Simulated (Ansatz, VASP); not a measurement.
RhN in VASP and in Ansatz

```
Rh N
1.0
     2.33437    0.00000    0.00000
     0.00000    2.33437    0.00000
     0.00000    0.00000    2.33437
Rh N
1 1
Cartesian
  0.0000 0.0000 0.0000
  1.1672 1.1672 1.1672
```

Change from the starting cell: volume scaled by 0.68, LAPW.

Alike in both runs: task single point; functional LDA; k mesh 15 × 15 × 15; occupations fermi-dirac, width 0.1 eV; no spin polarisation.

|  | VASP | Ansatz |
| --- | --- | --- |
| version | VASP 6.6.1 | Ansatz 0.2.0 |
| potentials or method | VASP PAW LDA potentials, release 64 (Rh_pv, N), cutoff 520 eV | all-electron LAPW, scalar-relativistic |

|  | VASP | Ansatz | Ansatz less VASP |
| --- | --- | --- | --- |
| pressure (GPa) | 309.8 | 305.7 | -4.14 |

Ansatz ran all-electron here, so the differences hold the error of VASP's frozen core and of both bases.

Caveats: the cell as given lies far from equilibrium; so large a pressure means that the cell lies far from this level's equilibrium, or that cutoff or potentials fall short (VASP).
